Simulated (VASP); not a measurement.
Crystal: NbVTe4.

```xyz
6
Lattice="6.4200 0.0000 0.0000 0.0000 3.7000 0.0000 0.0000 0.0000 6.7500" Properties=species:S:1:pos:R:3 pbc="T T T"
Nb    0.0000    0.0000    0.0000
V     3.2100    1.8500    0.0000
Te    1.0702    1.8500    5.0625
Te    5.3498    1.8500    1.6875
Te    4.2802    0.0000    5.0625
Te    2.1398    0.0000    1.6875
```

The cell was built by a generator and needn't be a form met in nature.

* Program: VASP 6.6.1
* Task: relaxation of cell and atoms
* Functional: PBE
* Potentials or basis: VASP PAW PBE potentials, release 64 (Nb_sv, V_sv, Te)
* Cutoff: 520 eV
* k mesh: 2 × 4 × 2
* Occupations: gaussian, width 0.15 eV
* Spin: collinear spin, ferromagnetic start
* Starting moments: [0.0, 2.0, 0.0, 0.0, 0.0, 0.0] μB

At the start: pressure 3.9 GPa; volume 26.72 Å³/atom.

**Question.** How do energy, volume and symmetry change on relaxing?

**Answer.** Over 13 steps the energy falls by 43.1 meV/atom and the volume is 27.30 Å³/atom (+2.1 %); space group P2/m (No. 10, to 0.05 Å); moment 1.41 μB per cell.

The path:
| step | energy change (eV) | largest force (eV/Å) | pressure (GPa) | volume (Å³) |
| --- | --- | --- | --- | --- |
| 1 | 0.0000 | 1.3924 | 3.89 | 160.34 |
| 2 | -0.0467 | 0.7474 | -4.77 | 175.82 |
| 3 | -0.1851 | 0.3402 | -1.08 | 168.46 |
| 4 | -0.1853 | 0.3378 | -1.04 | 168.28 |
| 5 | -0.2370 | 0.2322 | -0.57 | 165.95 |
| 6 | -0.2556 | 0.1298 | -0.07 | 163.37 |
| 7 | -0.2557 | 0.1332 | 0.08 | 163.47 |
| 8 | -0.2510 | 0.1818 | -0.23 | 164.71 |
| 9 | -0.2556 | 0.1394 | -0.16 | 163.63 |
| 10 | -0.2569 | 0.0486 | 0.33 | 163.06 |
| 11 | -0.2573 | 0.0683 | 0.47 | 163.20 |
| 12 | -0.2572 | 0.0871 | 0.35 | 163.31 |
| 13 | -0.2586 | 0.0672 | 0.21 | 163.78 |

Final structure:
```cif
data_structure
_symmetry_space_group_name_H-M 'P 1'
_symmetry_Int_Tables_number 1
_cell_length_a 6.3287
_cell_length_b 3.6614
_cell_length_c 7.0681
_cell_angle_alpha 90.000
_cell_angle_beta 89.919
_cell_angle_gamma 90.000
_cell_volume 163.78
loop_
_atom_site_label
_atom_site_type_symbol
_atom_site_fract_x
_atom_site_fract_y
_atom_site_fract_z
_atom_site_occupancy
Nb1 Nb 0.00000 0.00000 0.00000 1
V1 V 0.50000 0.50000 0.00000 1
Te1 Te 0.17369 0.50000 0.74232 1
Te2 Te 0.82631 0.50000 0.25768 1
Te3 Te 0.65895 0.00000 0.74987 1
Te4 Te 0.34105 0.00000 0.25013 1
```

Caveat: the k mesh is coarse (spacing up to 0.49 Å⁻¹), so the values aren't converged; this functional lacks dispersion, which binds the layers, so the pressure and a relaxed spacing across them are unreliable.
